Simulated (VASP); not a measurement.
These are LDA (Ceperley-Alder, Perdew-Zunger), VASP's LDA PAW potentials (set 64) (plane waves; VASP 6.6.1) values and carry that method's errors.

Input for VASP

KPOINTS:
```
K-points
0
G
 8 8 7
0 0 0
```

### INCAR
```
LASPH=.TRUE.
LREAL=.FALSE.   ! projection in real space or not
ENCUT=500   ! plane-wave cut-off (eV)
EDIFFG=-0.02   ! ionic stop
LCHARG=.FALSE.
SIGMA=0.1
NELM=100   ! most electronic steps
ALGO=Normal   ! blocked Davidson
LWAVE=.FALSE.
SYSTEM=Ga
PREC=Accurate
ISMEAR=1
ISIF=3
LMAXMIX=4   ! l cut-off of mixed one-centre charges
NSW=40
EDIFF=1E-6   ! SCF stop (eV)
IBRION=2   ! conjugate gradients
```

POSCAR:
```
Ga
1
    2.2137531041    -3.7480295994    -0.0000000000
    2.2137531041     3.7480295994     0.0000000000
    0.0000000000    -0.0000000000     4.4308919988
Ga
4
Direct
  0.1556281958   0.8443718042   0.9156571284
  0.3443718042   0.6556281958   0.4156571284
  0.6556281958   0.3443718042   0.5843428716
  0.8443718042   0.1556281958   0.0843428716
```

POTCAR, in this order: Ga_d (LDA.64 set). Program: vasp_std.

What VASP printed:

### OSZICAR
```
       N       E                     dE             d eps       ncg     rms          rms(c)
DAV:   1     0.349413837012E+03    0.34941E+03   -0.25537E+04  5269   0.315E+03
DAV:   2     0.263287208049E+02   -0.32309E+03   -0.31773E+03  5327   0.557E+02
DAV:   3    -0.134718816060E+02   -0.39801E+02   -0.39412E+02  5894   0.153E+02
DAV:   4    -0.146095160412E+02   -0.11376E+01   -0.11330E+01  5931   0.305E+01
DAV:   5    -0.146339885796E+02   -0.24473E-01   -0.24467E-01  6253   0.452E+00    0.275E+00
DAV:   6    -0.144708303141E+02    0.16316E+00   -0.28638E-01  6293   0.783E+00    0.144E+00
DAV:   7    -0.144253568686E+02    0.45473E-01   -0.80865E-02  6945   0.295E+00    0.312E-01
DAV:   8    -0.144223234431E+02    0.30334E-02   -0.18540E-02  5712   0.160E+00    0.506E-02
DAV:   9    -0.144223797904E+02   -0.56347E-04   -0.10235E-03  6096   0.378E-01    0.266E-02
DAV:  10    -0.144223656415E+02    0.14149E-04   -0.26306E-04  5944   0.213E-01    0.517E-03
DAV:  11    -0.144223674022E+02   -0.17606E-05   -0.36211E-05  6430   0.756E-02    0.475E-03
DAV:  12    -0.144223663787E+02    0.10235E-05   -0.10596E-05  5839   0.438E-02    0.675E-04
DAV:  13    -0.144223664412E+02   -0.62446E-07   -0.92111E-07  3509   0.923E-03
   1 F= -.14422366E+02 E0= -.14422434E+02  d E =-.144224E+02
```

OUTCAR:
```
------------------------ aborting loop because EDIFF is reached ----------------------------------------
  FORCE on cell =-STRESS in cart. coord.  units (eV):
  Direction    XX          YY          ZZ          XY          YZ          ZX
  --------------------------------------------------------------------------------------
  Total       -0.0223257      0.0570028      0.0411976      0.0000000      0.0000000      0.0000000
  in kB       -0.4864764      1.2420907      0.8976955      0.0000000      0.0000000      0.0000000
  external PRESSURE =       0.5511033 kB  Pullay stress =       0.0000000 kB
  volume of cell :       73.53
      direct lattice vectors                 reciprocal lattice vectors
     2.213753104 -3.748029599  0.000000000     0.225860779 -0.133403429  0.000000000
     2.213753104  3.748029599  0.000000000     0.225860779  0.133403429  0.000000000
     0.000000000  0.000000000  4.430891999     0.000000000  0.000000000  0.225688191
 POSITION                                       TOTAL-FORCE (eV/Angst)
 -----------------------------------------------------------------------------------
      2.21375      2.58143      4.05718         0.000000      0.010580     -0.013818
      2.21375      1.16660      1.84173         0.000000     -0.010580     -0.013818
      2.21375     -1.16660      2.58916         0.000000      0.010580      0.013818
      2.21375     -2.58143      0.37371         0.000000     -0.010580      0.013818
 -----------------------------------------------------------------------------------
    total drift:                               -0.000000      0.000000     -0.000000
  FREE ENERGIE OF THE ION-ELECTRON SYSTEM (eV)
  ---------------------------------------------------
  free  energy   TOTEN  =       -14.4223664412 eV

  energy  without entropy=      -14.4225705235  energy(sigma->0) =      -14.42243447

 reached required accuracy - stopping structural energy minimisation
```
(Selected blocks of OUTCAR.)

The compound is Ga in the alpha structure. It was relaxed first, which changed the volume by -6 %.
